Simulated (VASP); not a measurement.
```xyz
1
Lattice="0.0000 2.3050 2.3050 2.3050 0.0000 2.3050 2.3050 2.3050 0.0000" Properties=species:S:1:pos:R:3 pbc="T T T"
Sb     0.0000     0.0000     0.0000
```

These are PBEsol GGA, VASP's PBE PAW potentials (set 64) (plane waves; VASP) values and carry that method's errors. Numerical set-up: 400 eV cut-off, 12×12×12 Γ-centred mesh, first-order Methfessel-Paxton smearing of 0.10 eV, potentials Sb.

Energy and stress use the plane-wave basis of the starting cell.

Question: The ions, cell shape and volume are relaxed. Give the cell that the relaxation ends in.

Answer: 
```xyz
1
Lattice="0.0000 2.3589 2.3589 2.3589 0.0000 2.3589 2.3589 2.3589 0.0000" Properties=species:S:1:pos:R:3 pbc="T T T"
Sb     0.0000     0.0000     0.0000
```
Space group Fm-3m (225), at a tolerance of 0.03 Å.

Question: How do energy and volume change from the first to the last step?

Answer: The energy (σ→0) changes by -25.7 meV/atom and the volume by +7.2 %, in 3 ionic steps.

| step | E(σ→0) (eV) | max force (eV/Å) | pressure (GPa) | volume (Å³) |
|---|---|---|---|---|
| 1 | -4.2668 | 0.000 | 5.06 | 24.49 |
| 2 | -4.2842 | 0.000 | -2.39 | 27.34 |
| 3 | -4.2925 | 0.000 | 0.04 | 26.25 |

The structure comes from a measured Sb entry (Fm-3m) of the Crystallography Open Database, whose conditions weren't checked. This run relaxes it. Symmetry was kept, so distortions that lower it aren't found.
